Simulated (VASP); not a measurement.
Computed with PBE GGA, VASP's PBE PAW potentials (set 64) (plane waves; VASP 6.6.1).

VASP input:

File POSCAR:
```
Ta
1.0
 -1.6500000000   1.6500000000   1.6500000000
  1.6500000000  -1.6500000000   1.6500000000
  1.6500000000   1.6500000000  -1.6500000000
Ta
1
direct
  0.0000000000   0.0000000000   0.0000000000
```

KPOINTS:
```
Automatic mesh
0
Gamma
14 14 14
0 0 0
```

### INCAR
```
SYSTEM = Ta
PREC = Accurate; ENCUT = 480; LREAL = .FALSE.
LASPH = .TRUE.
EDIFF = 1E-6; NELM = 100; ALGO = Normal
LMAXMIX = 6
ISMEAR = 1; SIGMA = 0.1
GGA = PE
IBRION = 2; NSW = 60; ISIF = 3
EDIFFG = -0.01
LWAVE = .FALSE.; LCHARG = .FALSE.
```

POTCAR, in this order: Ta (PBE.64 set). Program: vasp_std.

Unless said otherwise, spin-orbit coupling is left out, though it shifts the bands of the heavy elements here.

Problem. Predict the energy per atom (σ→0), volume per atom, band gap (on the k-mesh).

Solution. 
The energy per atom (σ→0) comes out as -11.870 eV/atom and the band gap (on the k-mesh) is none (metal, semimetal or under 0.01 eV). The volume per atom is 18.11 Å³/atom.

### OSZICAR
```
...
DAV:   4    -0.118652005550E+02   -0.63139E-06   -0.38672E-06  1512   0.197E-02
   2 F= -.11865201E+02 E0= -.11865214E+02  d E =0.369544E-02
       N       E                     dE             d eps       ncg     rms          rms(c)
DAV:   1    -0.118707095276E+02   -0.55096E-02   -0.86907E-02  1248   0.287E+00    0.609E-01
DAV:   2    -0.118699535084E+02    0.75602E-03   -0.55472E-04  1476   0.218E-01    0.310E-01
DAV:   3    -0.118696374825E+02    0.31603E-03   -0.66600E-04  1398   0.175E-01    0.162E-02
DAV:   4    -0.118696384405E+02   -0.95805E-06   -0.19406E-06  1464   0.140E-02
   3 F= -.11869638E+02 E0= -.11869694E+02  d E =-.742443E-03
```

The compound is Ta in the bcc structure. This run relaxes it. Symmetry was kept, so distortions that lower it aren't found.
